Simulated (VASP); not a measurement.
Computed with PW91 GGA, VASP's PBE PAW potentials (set 64) (plane waves; VASP 6.6.1).

A VASP calculation is set up with these files.

**POSCAR**
```
SiC
1
   -0.0000000000     2.1901933317     2.1901933317
    2.1901933317    -0.0000000000     2.1901933317
    2.1901933317     2.1901933317     0.0000000000
Si C
1 1
Direct
  0.0000000000   0.0000000000   0.0000000000
  0.2500000000   0.2500000000   0.2500000000
```

**KPOINTS**
```
k-points along high-symmetry lines
15
Line-mode
Reciprocal
  0.000000   0.000000   0.000000 ! GAMMA
 -0.500000  -0.500000   0.000000 ! X

 -0.500000  -0.500000   0.000000 ! X
 -0.375000  -0.375000   0.250000 ! U

 -0.375000  -0.000000   0.375000 ! K
  0.000000   0.000000   0.000000 ! GAMMA

  0.000000   0.000000   0.000000 ! GAMMA
 -0.000000  -0.000000   0.500000 ! L

 -0.000000  -0.000000   0.500000 ! L
 -0.500000  -0.250000   0.250000 ! W

 -0.500000  -0.250000   0.250000 ! W
 -0.500000  -0.500000   0.000000 ! X
```

**INCAR**
```
ALGO=Normal
EDIFF=1E-7
ENCUT=520
GGA=91
ICHARG=11
ISMEAR=0
LASPH=.TRUE.
LCHARG=.FALSE.
LORBIT=11
LREAL=.FALSE.
LWAVE=.FALSE.
NELM=100
PREC=Accurate
SIGMA=0.05
SYSTEM=SiC
```

POTCAR, in this order: Si C (PBE.64 set). Program: vasp_std. Read from the step before: CHGCAR.

Output of the run:

**OSZICAR**
```
       N       E                     dE             d eps       ncg     rms          rms(c)
DAV:   1     0.700882863176E+01    0.70088E+01   -0.40355E+03  1464   0.830E+02
DAV:   2    -0.132198981561E+02   -0.20229E+02   -0.18884E+02  2176   0.101E+02
DAV:   3    -0.135173197143E+02   -0.29742E+00   -0.29742E+00  1632   0.155E+01
DAV:   4    -0.135182550622E+02   -0.93535E-03   -0.93535E-03  2400   0.921E-01
DAV:   5    -0.135182557624E+02   -0.70017E-06   -0.70017E-06  1608   0.155E-02
DAV:   6    -0.135182557665E+02   -0.40468E-08   -0.40468E-08  2336   0.829E-04
   1 F= -.13518256E+02 E0= -.13518256E+02  d E =-.282331E-16
```

### OUTCAR
```
 val. band max:        7.8928875266   @ k =   0.0000   0.0000   0.0000

 cond. band min:       9.3001026028   @ k =  -0.5000  -0.5000   0.0000



 k-point     1 :       0.0000    0.0000    0.0000
  band No.  band energies     occupation
      1      -7.3647      2.00000
      2       7.8929      2.00000
      3       7.8929      2.00000
      4       7.8929      2.00000
      5      13.9632      0.00000
      6      15.0990      0.00000
      7      15.0990      0.00000
      8      15.0990      0.00000

 k-point     2 :      -0.0357   -0.0357    0.0000
  band No.  band energies     occupation
      1      -7.3319      2.00000
      2       7.7848      2.00000
      3       7.8268      2.00000
      4       7.8268      2.00000
      5      14.0616      0.00000
      6      15.0094      0.00000
      7      15.1947      0.00000
      8      15.1947      0.00000

 k-point     3 :      -0.0714   -0.0714    0.0000
  band No.  band energies     occupation
      1      -7.2335      2.00000
      2       7.4830      2.00000
      3       7.6408      2.00000
      4       7.6408      2.00000
      5      14.2919      0.00000
      6      14.7870      0.00000
      7      15.4687      0.00000
      8      15.4687      0.00000

 k-point     4 :      -0.1071   -0.1071    0.0000
  band No.  band energies     occupation
      1      -7.0699      2.00000
      2       7.0374      2.00000
      3       7.3650      2.00000
      4       7.3650      2.00000
      5      14.2111      0.00000
      6      14.8189      0.00000
      7      15.8887      0.00000
      8      15.8887      0.00000

 k-point     5 :      -0.1429   -0.1429    0.0000
  band No.  band energies     occupation
      1      -6.8420      2.00000
      2       6.4954      2.00000
      3       7.0342      2.00000
      4       7.0342      2.00000
      5      13.7413      0.00000
      6      15.0689      0.00000
      7      16.4165      0.00000
      8      16.4165      0.00000
...
```

The density is held fixed in this step, so its total energy and stress have no physical meaning.

The compound is SiC in the zinc blende structure. It was relaxed first.
